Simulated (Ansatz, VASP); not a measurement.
**One calculation of MgB3Pd3, two programs**

INCAR

```
  PREC = Accurate
  ENCUT = 520
  EDIFF = 1E-7
  ISMEAR = 0
  SIGMA = 0.1
  LREAL = False
  LASPH = True
  NELM = 100
  ALGO = Normal
  ISIF = 2
  LWAVE = False
  LCHARG = False
  GGA = PE
  NBANDS = 30
```

KPOINTS

```
regular mesh
0
Gamma
  4 4 4
```

File POSCAR:

```
MgB3Pd3
1.0
    4.4684674800      0.0000000000      0.0000000000
    0.0000000000      4.4684674800      0.0000000000
    0.0000000000      0.0000000000      4.4684674800
Mg B Pd
1 3 3
Direct
    0.5000000000      0.5000000000      0.5000000000
    0.0000000000      0.5000000000      0.0000000000
    0.5000000000      0.0000000000      0.0000000000
    0.0000000000      0.0000000000      0.5000000000
    0.0000000000      0.5000000000      0.5000000000
    0.5000000000      0.5000000000      0.0000000000
    0.5000000000      0.0000000000      0.5000000000
```

Input for Ansatz:

```yaml
crystal:
  lattice:
    - [4.46846748, 0.0, 0.0]
    - [0.0, 4.46846748, 0.0]
    - [0.0, 0.0, 4.46846748]
  atoms:
    - { symbol: Mg, position: [0.5, 0.5, 0.5] }
    - { symbol: B, position: [0.0, 0.5, 0.0] }
    - { symbol: B, position: [0.5, 0.0, 0.0] }
    - { symbol: B, position: [0.0, 0.0, 0.5] }
    - { symbol: Pd, position: [0.0, 0.5, 0.5] }
    - { symbol: Pd, position: [0.5, 0.5, 0.0] }
    - { symbol: Pd, position: [0.5, 0.0, 0.5] }
basis:
  ecutwfc: 420
kpoints:
  mp_grid: { grid: [4, 4, 4] }
hamiltonian:
  xc: pbe
scf:
  occupations: { method: gaussian, width: 0.1 }
  lower_state_search: "off"
output:
  forces: true
  stress: true
  eigenvalues: true
```

Change from the starting cell: species swapped into the Ce3GaBr3 type (Pm-3m, No. 221).

Alike in both runs: task single point; functional PBE; k mesh 4 × 4 × 4; occupations gaussian, width 0.1 eV; no spin polarisation.

```csv
,VASP,Ansatz
version,VASP 6.6.1,Ansatz 0.2.0
potentials or method,"VASP PAW PBE potentials, release 64 (Mg, B, Pd)","scalar-relativistic, plane waves, PAW"
plane-wave cutoff (eV),520,420
valence electrons in the cell,41,73
```

Ansatz gave:

```
gap on the k mesh at the Fermi level (eV) : none
pressure (GPa)                            : 18.9
```

**Question.** Estimate VASP's values.

**Answer.** gap on the k mesh at the Fermi level (eV): none; pressure (GPa): 18.8.

A gap of «none» marks a metal or a gap that the smearing closes. The two sets of potentials don't hold the same shells in valence.

Caveats: so large a pressure means that the cell lies far from this level's equilibrium, or that cutoff or potentials fall short (VASP).
